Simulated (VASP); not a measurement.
Wanted: the native input for a VASP 6.6.1 run.

```yaml
Task: single point
Functional: r2SCAN
Potentials_or_basis: VASP PAW PBE potentials, release 64 (Cd, Ag)
Cutoff: 520 eV
k_mesh: 5 × 5 × 6, shifted
Occupations: fermi-dirac, width 0.1 eV
Spin: no spin polarisation
Dipole_correction: no
Further_INCAR_settings: ALGO = Normal; EDIFF = 1e-07; NBANDS = 24
```

The system is CdAg2.

```
Cd Ag
1.0
     2.35667    4.07216    0.00306
    -2.37767    4.08429   -0.00404
     0.00492   -0.00039    3.27614
Cd Ag
1 2
Cartesian
  2.1868 4.2032 3.1319
  -0.0330 2.7689 1.6781
  0.0148 5.5592 1.6402
```

The cell was built by a generator and needn't be a form met in nature.

These files were run (other wordings do the same):

POSCAR

```
CdAg2
1.0
    2.3566707800      4.0721615000      0.0030596100
   -2.3776732600      4.0842865400     -0.0040423400
    0.0049246200     -0.0003929000      3.2761429500
Cd Ag
1 2
Direct
    0.9792500000      0.0528730000      0.9551140000
    0.3334960000      0.3454730000      0.5123370000
    0.6872390000      0.6759620000      0.5008330000
```

INCAR.step1

```
SYSTEM = CdAg2
ALGO = Normal ; EDIFF = 1E-4
ENCUT = 520 ; GGA = PE
ISMEAR = -1 ; LASPH = .True.
LCHARG = .False. ; LREAL = .False.
LWAVE = .True. ; NBANDS = 24
NELM = 100 ; PREC = Accurate
SIGMA = 0.1
```

INCAR.step2

```
SYSTEM = CdAg2
ALGO = Normal ; EDIFF = 1E-7
ENCUT = 520 ; ISIF = 2
ISMEAR = -1 ; ISTART = 1
LASPH = .True. ; LCHARG = .False.
LMIXTAU = .True. ; LREAL = .False.
LWAVE = .False. ; METAGGA = R2SCAN
NBANDS = 24 ; NELM = 100
PREC = Accurate ; SIGMA = 0.1
```

KPOINTS

```
Automatic mesh
0
Gamma
  5 5 6
  0.5 0.5 0
```

Potentials or basis: VASP PAW PBE potentials, release 64 (Cd, Ag).

Run with:

```sh
$ cat potpaw_PBE.64/Cd/POTCAR potpaw_PBE.64/Ag/POTCAR > POTCAR
$ cp INCAR.step1 INCAR
$ mpirun -np 1 vasp_std > vasp.out
$ cp INCAR.step2 INCAR
$ mpirun -np 1 vasp_std > vasp.out
```

It gave:

```yaml
Pressure: -5.2 GPa
Largest_force: 0.480 eV/Å
Band_gap_on_the_k_mesh: none (metal or under the smearing width)
```

Caveat: the PAW data sets were made with another functional, which shifts forces and pressure a little.

It took 3.7 min on 1 thread of Intel(R) Xeon(R) Platinum 8259CL CPU @ 2.50GHz (Skylake/Cascade Lake), with other jobs on the host, peak memory 0.25 GiB.
